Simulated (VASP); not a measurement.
Input:

```xyz
3
Lattice="-1.6371 1.6371 4.0035 1.6371 -1.6371 4.0035 1.6371 1.6371 -4.0035" Properties=species:S:1:pos:R:3 pbc="T T T"
Si     0.0000     0.0000     5.3247
Si     0.0000     0.0000     2.6823
Mo     0.0000     0.0000     0.0000
```

All values below come from PBE GGA + U (Dudarev), VASP's PBE PAW potentials (set 64) (plane waves; VASP). Settings: 400 eV cut-off, 12×12×12 Γ-centred mesh, first-order Methfessel-Paxton smearing of 0.10 eV, potentials Si Mo_sv, U − J: Mo 2.00 eV.

Question: Estimate the energy per atom (σ→0), pressure, largest force, band gap (on the k-mesh) with the smallest direct gap where there is one.

Answer: 
```
Property                                                    Result
------------------------  ----------------------------------------
band gap (on the k-mesh)  none (metal, semimetal or under 0.01 eV)
energy per atom (σ→0)                           -669.6 kJ/mol-atom
pressure                                                -88.0 kbar
largest force                                           0.203 eV/Å
```

Total energies compare only between runs with the same potentials, cut-off and functional.

The compound is MoSi2 in the MoSi2 type structure. The cell was not relaxed at this level. The run is one of a series of settings (LDAU = .TRUE., LDAUJ = 0 0, LDAUL = -1 2, LDAUTYPE = 2, LDAUU = 0 2.0 against the base run), some of them coarse on purpose.
